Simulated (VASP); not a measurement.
An input for Ansatz (written as the equivalent of a VASP run, and not itself run):

Ansatz 0.2 input:
```yaml
crystal:
  lattice:
    - [6.0966818, 0.0000000, 0.0000000]
    - [0.0000000, 6.0966818, 0.0000000]
    - [0.0000000, 0.0000000, 6.0966818]
  atoms:
    - { symbol: Cs, position: [0.0000000, 0.0000000, 0.0000000] }
    - { symbol: Sn, position: [0.5000000, 0.5000000, 0.5000000] }
    - { symbol: I, position: [0.5000000, 0.0000000, 0.5000000] }
    - { symbol: I, position: [0.0000000, 0.5000000, 0.5000000] }
    - { symbol: I, position: [0.5000000, 0.5000000, 0.0000000] }
kpoints:
  mp_grid: { grid: [4, 4, 4] }
hamiltonian:
  xc: pbesol
  pseudopotentials: { kind: paw }
scf:
  occupations: { method: gaussian, width: 0.05 }
  max_iter: 100
relax:
  max_steps: 60
  f_tol: 0.02
  cell: {}
output: { forces: true, stress: true, eigenvalues: true }
```

Problem. Write the VASP files for the same calculation (PBEsol).

Solution. Several could match; the one computed here: 
File POSCAR:
```
CsSnI3
1
    6.0966818304     0.0000000000     0.0000000000
    0.0000000000     6.0966818304     0.0000000000
   -0.0000000000    -0.0000000000     6.0966818304
Cs Sn I
1 1 3
Direct
  0.0000000000   0.0000000000   0.0000000000
  0.5000000000   0.5000000000   0.5000000000
  0.5000000000   0.0000000000   0.5000000000
  0.0000000000   0.5000000000   0.5000000000
  0.5000000000   0.5000000000   0.0000000000
```

### INCAR
```
LCHARG = F
EDIFFG = -0.02   # ionic stop
SIGMA = 0.05   # width (eV)
LMAXMIX = 4   # l cut-off of mixed one-centre charges
PREC = Accurate
SYSTEM = CsSnI3
GGA = PS   # PBEsol
IBRION = 2   # conjugate gradients
ISIF = 3   # ions, shape and volume
LREAL = F
LWAVE = F
EDIFF = 1E-6   # SCF stop (eV)
NSW = 60   # most ionic steps
ENCUT = 400
LASPH = T   # aspherical one-centre terms
ALGO = Normal   # blocked Davidson
ISMEAR = 0   # Gaussian
NELM = 100   # most electronic steps
```

### KPOINTS
```
K-points
0
G
  4 4 4
0 0 0
```

POTCAR, in this order: Cs_sv Sn_d I (PBE.64 set). Program: vasp_std.

The two are equivalent in intent, not identical: each code has its own PAW files, so the cut-off isn't converted (ENCUT is set for VASP's; basis.ecutwfc is left out, and Ansatz then takes the one that its files recommend); Ansatz stops its SCF on the density residual and VASP on the energy change (EDIFF).

The compound is CsSnI3 in the cubic perovskite structure, the ideal cubic form; the compound distorts at low or room temperature. This run relaxes it. Symmetry was kept, so distortions that lower it aren't found. The start is the result of an earlier pass.
